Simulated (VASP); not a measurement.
Calculation: PBEsol GGA, VASP's PBE PAW potentials (set 64) (plane waves; VASP 6.6.1).

Input for VASP

**KPOINTS**
```
Automatic mesh
0
G
11 11 11
0 0 0
```

File POSCAR:
```
Na
1.0
 -2.0680655568   2.0680655568   2.0680655568
  2.0680655568  -2.0680655568   2.0680655568
  2.0680655568   2.0680655568  -2.0680655568
Na
1
Cartesian
  0.0000000000   0.0000000000   0.0000000000
```

INCAR:
```
SYSTEM  =  Na
PREC  =  Accurate; ENCUT  =  400; LREAL  =  F
LASPH  =  T
EDIFF  =  1E-8; NELM  =  100; ALGO  =  Normal
ISMEAR  =  1; SIGMA  =  0.1
GGA  =  PS
IBRION  =  1; NSW  =  30; ISIF  =  2
EDIFFG  =  -0.001
LWAVE  =  F; LCHARG  =  F
```

POTCAR, in this order: Na_pv (PBE.64 set). Program: vasp_std.

Output

File OSZICAR:
```
       N       E                     dE             d eps       ncg     rms          rms(c)
DAV:   1     0.174805115388E+02    0.17481E+02   -0.35485E+03   798   0.698E+02
DAV:   2    -0.106081972980E+01   -0.18541E+02   -0.18527E+02   819   0.132E+02
DAV:   3    -0.140044974432E+01   -0.33963E+00   -0.33963E+00  1036   0.253E+01
DAV:   4    -0.140307457761E+01   -0.26248E-02   -0.26248E-02   945   0.192E+00
DAV:   5    -0.140310880076E+01   -0.34223E-04   -0.34223E-04  1050   0.191E-01    0.236E-01
DAV:   6    -0.140149697069E+01    0.16118E-02   -0.31853E-03   875   0.110E+00    0.144E-01
DAV:   7    -0.140103383352E+01    0.46314E-03   -0.28442E-03   840   0.924E-01    0.454E-02
DAV:   8    -0.140098139507E+01    0.52438E-04   -0.20023E-04   854   0.340E-01    0.240E-03
DAV:   9    -0.140098143777E+01   -0.42702E-07   -0.95735E-07   987   0.150E-02    0.128E-03
DAV:  10    -0.140098132991E+01    0.10785E-06   -0.40813E-08   868   0.246E-03    0.108E-04
DAV:  11    -0.140098133661E+01   -0.66954E-08   -0.51707E-10   483   0.343E-04
   1 F= -.14009813E+01 E0= -.14008569E+01  d E =-.140098E+01
```

**OUTCAR**
```
------------------------ aborting loop because EDIFF is reached ----------------------------------------
  FORCE on cell =-STRESS in cart. coord.  units (eV):
  Direction    XX          YY          ZZ          XY          YZ          ZX
  --------------------------------------------------------------------------------------
  Total       -0.0041020     -0.0041020     -0.0041020     -0.0000000     -0.0000000      0.0000000
  in kB       -0.1857589     -0.1857589     -0.1857589     -0.0000000     -0.0000000      0.0000000
  external PRESSURE =      -0.1857589 kB  Pullay stress =       0.0000000 kB
  volume of cell :       35.38
      direct lattice vectors                 reciprocal lattice vectors
    -2.068065557  2.068065557  2.068065557     0.000000000  0.241771833  0.241771833
     2.068065557 -2.068065557  2.068065557     0.241771833  0.000000000  0.241771833
     2.068065557  2.068065557 -2.068065557     0.241771833  0.241771833  0.000000000
 POSITION                                       TOTAL-FORCE (eV/Angst)
 -----------------------------------------------------------------------------------
      0.00000      0.00000      0.00000         0.000000      0.000000      0.000000
 -----------------------------------------------------------------------------------
    total drift:                               -0.000000     -0.000000      0.000000
  FREE ENERGIE OF THE ION-ELECTRON SYSTEM (eV)
  ---------------------------------------------------
  free  energy   TOTEN  =        -1.4009813366 eV

  energy  without entropy=       -1.4006080658  energy(sigma->0) =       -1.40085691

 reached required accuracy - stopping structural energy minimisation
```
(Selected blocks of OUTCAR.)

The compound is Na in the bcc structure. It was relaxed first, which changed the volume by -8 %. The start is the result of an earlier pass.
